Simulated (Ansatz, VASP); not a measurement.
**Cross-check of Pb (Pb(110)) between VASP and Ansatz**

Aim: how closely do two programs agree when they are given the same cell, functional and k mesh?

Program: Ansatz 0.2.0. Level of theory: plane waves, with VASP 6.6.1 beside it; band structure at r2SCAN. Results are calculated unless marked as measured.

## Step 1: The structure

The cell holds 7 atoms: 7 Pb. Its edges and angles: a = 4.950 Å, b = 3.500 Å, c = 28.501 Å, α = 90.0°, β = 90.0°, γ = 90.0°. Vacuum lies along c.

## Step 2: Ansatz: band structure, r2SCAN

Ansatz runs on its default PAW (the set named soft_2) files.

A single point gives forces, pressure and levels at one fixed geometry, so differences don't come from the geometry; what else differs is listed under the comparison.

input.yaml reads:

```yaml
crystal:
  lattice:
    - [4.95, 0.0, 0.0]
    - [0.0, 3.5001785669, 0.0]
    - [0.0, 0.0, 28.5005357006]
  atoms:
    - { symbol: Pb, position: [0.0, 0.0, 0.3157835381] }
    - { symbol: Pb, position: [0.5, 0.5, 0.3771890254] }
    - { symbol: Pb, position: [0.0, 0.0, 0.4385945127] }
    - { symbol: Pb, position: [0.5, 0.5, 0.5] }
    - { symbol: Pb, position: [0.0, 0.0, 0.5614054873] }
    - { symbol: Pb, position: [0.5, 0.5, 0.6228109746] }
    - { symbol: Pb, position: [0.0, 0.0, 0.6842164619] }
hamiltonian:
  xc: r2scan
  pseudopotentials: { kind: paw }
kpoints:
  mp_grid: { grid: [8, 12, 1] }
  band_path:
    path:
      - [0.0, 0.0, 0.0]
      - [-0.07692, 0.0, 0.0]
      - [-0.15385, 0.0, 0.0]
      - [-0.26923, 0.0, 0.0]
      - [-0.34615, 0.0, 0.0]
      - [-0.42308, 0.0, 0.0]
      - [-0.5, 0.0, 0.0]
      - [-0.5, -0.07692, 0.0]
      - [-0.5, -0.19231, 0.0]
      - [-0.5, -0.26923, 0.0]
      - [-0.5, -0.34615, 0.0]
      - [-0.5, -0.46154, 0.0]
      - [-0.5, -0.5, 0.0]
      - [-0.42308, -0.5, 0.0]
      - [-0.30769, -0.5, 0.0]
      - [-0.23077, -0.5, 0.0]
      - [-0.11538, -0.5, 0.0]
      - [-0.03846, -0.5, 0.0]
      - [0.0, -0.5, 0.0]
      - [0.0, -0.38462, 0.0]
      - [0.0, -0.30769, 0.0]
      - [0.0, -0.23077, 0.0]
      - [0.0, -0.11538, 0.0]
      - [0.0, -0.03846, 0.0]
      - [-0.03846, -0.03846, 0.0]
      - [-0.11538, -0.11538, 0.0]
      - [-0.19231, -0.19231, 0.0]
      - [-0.30769, -0.30769, 0.0]
      - [-0.38462, -0.38462, 0.0]
      - [-0.5, -0.5, 0.0]
    npoints: 1
scf:
  occupations: { method: fermi_dirac, width: 0.1 }
  n_extra_bands: 9
efield:
  axis: 3
  dipole_correction: true
  ramp_width: 0.04
output:
  forces: true
  eigenvalues: true
```

Started as:

```
ansatz run input.yaml --threads 4 --pin off --max-ram 9216MiB --backend cpu --events-out ev --progress --plain --runs-dir out
```

Numbers of over 12 decimals in the logs are rounded to 6 here.

The log of the run:

```text
scf.n_extra_bands = 9 over 49 filled bands (N_el = 98.0): the run solves 58 bands
Engine: ansatz 0.2.0, aarch64-unknown-linux-gnu
Pseudopotentials: kind: paw
Pseudopotential: Pb, paw, valence charge 14, recommended cutoff 500 eV (meta_gga), Pb.paw.azcp
Functional definition: r2SCAN
  parameter k0 = 0.174
  parameter k1 = 0.065
  parameter a1 = 4.9479
  exchange = r2scan_x(k0 = k0, k1 = k1, a1 = a1)
  correlation = r2scan_c
Crystal: 7 atoms, lattice volume = 493.797 Å³
Basis set: ecut = 500 eV, 12493 PW (Γ), exchange–correlation on 160×108×864 points (64 copies of the dense FFT grid, shifted against one another)
Bands: 58, of which v1, the nominal top of the filled ones, is band 49 counted from 1 (48 counted from 0)
Symmetry: 4 space group operations
k-points: 35 of 96
Non-local potential: Pb, projectors of the file, l = 0: 2, l = 1: 2, l = 2: 2, l = 3: 2
PAW form: soft (Blöchl's): semilocal exchange-correlation on the pseudo side does not see the compensation charge
PAW frozen core: Pb, regenerated for the run's functional (the file was generated under x = pbe(κ = 0.804, μ = 0.219515), c = pbe(β = 0.066725))
PAW one-centre angular grid: Pb, 590 points (default); XC on 160 Gauss nodes
Initial density: superposition of atomic densities (neutral atoms: chi_scale 0, normalization atom), corrected by the library's trained network
Initial wavefunctions: pseudopotential atomic-orbital guess
Functional: x = r2scan, c = r2scan; τ floored in thin density (d = 2e-4 eV/Å³)
SCF iter   1: F=—  HF=-83445.127676 eV  |F-HF|=—  |Δ(HF+E_count)|=         —  Δρ=4.45e-3  dr2=7.84e-2  dr2_τ=5.49e-3  ethr=1.77e-3  p=0.000 e·Å  D=1.26e-13 V/Å  ΔV_dip=-0.00 eV  dr2_dipole=1.65e-7  V_vac-E_F(+/−)=3.64/3.64 eV  ⟨swp⟩=8.8  Hψ=8419  notcnv=0
efield: sawtooth ramp at fractional position 0.9800 (placed from the atoms, in the widest stretch of the axis that holds none; the zero of the levels goes with the place), width 0.0400; the density the first Hamiltonian is built on has a dipole p = 0.000 e·Å; the dipole correction subtracts the counter field D = 1.26e-13 V/Å, which shifts the + side's vacuum level by -0.00 eV against the − side's; the planar-averaged density in the ramp window peaks in size at 5.5e-6 e/Å³
preconditioner: auto → LDOS  [metal: Δε(μ)=0.034 eV  Ē_g=16.273 eV  σ=0.100 eV  W_gap=0.08  n_scr=66 (ndim 8)  ℏωp=16.5 eV  f_vac=0.516  D(μ)=3.97/eV (n_scr^D=10)  β→1.0]
SCF iter   2: F=—  HF=-83445.141219 eV  |F-HF|=—  |Δ(HF+E_count)|=   1.35e-2  Δρ=2.72e-3  dr2=3.07e-2  dr2_τ=6.82e-4  ethr=8.00e-5  p=-0.000 e·Å  D=-1.02e-5 V/Å  ΔV_dip=0.00 eV  dr2_dipole=1.34e-7  V_vac-E_F(+/−)=3.71/3.71 eV  ⟨swp⟩=2.3  Hψ=4387  notcnv=0  defer=12
SCF iter   3: F=—  HF=-83445.129810 eV  |F-HF|=—  |Δ(HF+E_count)|=   1.14e-2  Δρ=3.06e-4  dr2=1.50e-3  dr2_τ=1.37e-5  ethr=3.13e-5  p=-0.000 e·Å  D=-4.87e-6 V/Å  ΔV_dip=0.00 eV  dr2_dipole=2.80e-8  V_vac-E_F(+/−)=3.73/3.73 eV  ⟨swp⟩=2.0  Hψ=3848  notcnv=0  defer=12
SCF iter   4: F=—  HF=-83445.130491 eV  |F-HF|=—  |Δ(HF+E_count)|=   6.82e-4  Δρ=7.95e-5  dr2=1.07e-4  dr2_τ=2.77e-6  ethr=1.53e-6  p=0.000 e·Å  D=1.41e-6 V/Å  ΔV_dip=-0.00 eV  dr2_dipole=5.89e-9  V_vac-E_F(+/−)=3.76/3.76 eV  ⟨swp⟩=3.0  Hψ=4268  notcnv=0  defer=12
SCF iter   5: F=—  HF=-83445.130486 eV  |F-HF|=—  |Δ(HF+E_count)|=   4.79e-6  Δρ=2.94e-5  dr2=5.60e-6  dr2_τ=3.53e-7  ethr=1.09e-7  p=0.000 e·Å  D=3.81e-7 V/Å  ΔV_dip=-0.00 eV  dr2_dipole=4.29e-10  V_vac-E_F(+/−)=3.76/3.76 eV  ⟨swp⟩=2.0  Hψ=3510  notcnv=0  defer=12
SCF iter   6: F=—  HF=-83445.130417 eV  |F-HF|=—  |Δ(HF+E_count)|=   6.91e-5  Δρ=1.06e-5  dr2=1.11e-6  dr2_τ=4.47e-8  ethr=5.71e-9  p=-0.000 e·Å  D=-4.91e-8 V/Å  ΔV_dip=0.00 eV  dr2_dipole=6.67e-13  V_vac-E_F(+/−)=3.76/3.76 eV  ⟨swp⟩=2.0  Hψ=3691  notcnv=0  defer=12
SCF iter   7: F=—  HF=-83445.130418 eV  |F-HF|=—  |Δ(HF+E_count)|=   5.70e-7  Δρ=3.75e-6  dr2=1.95e-7  dr2_τ=1.33e-9  ethr=1.13e-9  p=0.000 e·Å  D=4.18e-9 V/Å  ΔV_dip=-0.00 eV  dr2_dipole=3.91e-12  V_vac-E_F(+/−)=3.76/3.76 eV  ⟨swp⟩=3.0  Hψ=4203  notcnv=0  defer=12
SCF iter   8: F=-83445.130418 eV  HF=-83445.130418 eV  |F-HF|=3.29e-9  |Δ(HF+E_count)|=   9.01e-8  Δρ=9.16e-7  dr2=1.16e-8  dr2_τ=2.45e-10  ethr=1.02e-10  p=-0.000 e·Å  D=-9.40e-10 V/Å  ΔV_dip=0.00 eV  dr2_dipole=6.56e-13  V_vac-E_F(+/−)=3.76/3.76 eV  ⟨swp⟩=10.0  Hψ=9941  notcnv=0
SCF 1 converged in 8 iterations: F = -83445.130418 eV  dr2 = 1.16e-8
  greatest PAW one-centre occupation: 0.977 electrons in one spin orbital (limit 2), on the Pb atom at site 6 (counted from 0), in its partial waves of l = 2
NSCF: frozen V_eff on 30 k-points
efield: sawtooth ramp at fractional position 0.9800 (kept from the solve that this one continues, or follows in the run), width 0.0400; the density the first Hamiltonian is built on has a dipole p = -0.000 e·Å; the dipole correction subtracts the counter field D = -9.40e-10 V/Å, which shifts the + side's vacuum level by +0.00 eV against the − side's; the planar-averaged density in the ramp window peaks in size at 2.1e-8 e/Å³
SCF converged after 8 iterations
Free energy (F): -83445.130418 eV
Harris-Foulkes:  -83445.130418 eV  (|F-HF|=3.29e-9)
Internal energy: -83444.998881 eV  (E = F + TS)
E sigma→0 (E₀):  -83445.064649 eV
Entropy (-TS):   -0.131537 eV (-18.791 meV/atom)
Fermi energy:    2.549338 eV
Dipole field:    D = -0.000001 V/Å  (p = -0.000002 e·Å, saw-weighted, corrected)
Work function:   Φ+ = 3.7581 eV   Φ− = 3.7581 eV
Levels:          The Fermi level and band energies are counted from a zero that moves with the ramp; work functions are not
--- Per-component energies (eV) ---
  E_band       = -1133.071794
  E_kinetic    = 2015.872695
  E_local      = -85220.689806  (includes V_loc(G=0)·N_el)
  E_nonlocal   = 2452.397863
  E_hartree    = 41480.980998
  E_xc         = -1453.146635
  E_vxc        = -1011.995887  (∫ρ·V_xc dr)
  E_paw        = -73037.411281  (= ΣΔE_a)
  E_vpaw       = -2406.485192  (= ΣTr[D̂ρ^β])
  E_aug_tail   = 0.000136  (compensation charges beyond the density's cutoff)
  E_vtau       = 75.882081  (kinetic-family band-sum trace: ∫τ·v_τ [+ j·A + Jᵃ·Aᵃ] dr)
  E_efield     = 0.000000  (sawtooth field / dipole correction)
  E_vefield    = 0.000000  (∫n·V_field dr)
  E_ewald      = 30310.238633
  E_core_change = 6.758517  (= ΣΔE_core)
  E_smearing   = -0.131537  (= −TS)
  E_closure    = 0.000000  (closes the sum)
  Σ components = -83445.130418   (vs F -83445.130418, Δ=0.00e0)
--- Forces (eV/Å), atoms counted from 1 ---
  atom   1  Pb     0.00000000     0.00000000     0.38225231
  atom   2  Pb     0.00000000     0.00000000    -0.34014504
  atom   3  Pb     0.00000000     0.00000000    -0.23144967
  atom   4  Pb     0.00000000     0.00000000     0.00000001
  atom   5  Pb     0.00000000     0.00000000     0.23144970
  atom   6  Pb     0.00000000     0.00000000     0.34014508
  atom   7  Pb     0.00000000     0.00000000    -0.38225247
  max |Σ_I F_I| component: 7.13e-8 eV/Å
--- Band table (eV; the first three rows and the last of 35) ---
  k-point 0: bands = [... 45 lower, 1.1994, 1.4379, 2.1519, 2.7039, 3.0805, 3.6907, 4.7342, 4.9144, ... 5 higher]
  k-point 1: bands = [... 45 lower, 1.2206, 1.5371, 2.2226, 2.7246, 3.1636, 3.7869, 4.1083, 4.7579, ... 5 higher]
  k-point 2: bands = [... 45 lower, 1.2078, 1.8302, 2.2745, 2.6680, 2.8611, 3.4043, 3.5236, 4.1069, ... 5 higher]
  k-point 34: bands = [... 45 lower, -0.7863, 0.1959, 0.2628, 1.0453, 1.6510, 1.8008, 3.0403, 3.1524, ... 5 higher]
```

It took 2.2 min on 4 threads of Arm Neoverse N1, shared host; peak memory 2.3 GiB.

(Part 1 of 2 ends here.)

[Lines on the potential files, build, host, timing and source positions are cut from VASP's logs without a mark.]

[Logs are printed without paths, hosts, clocks, repeated set-up lines and the standing remarks that a program may print on its own settings, such as how far it seeks lower states.]

[Hosts, paths, dates, database ids (printed as entryN), source tags and the programs' standing remarks are cut or masked in the printed files.]
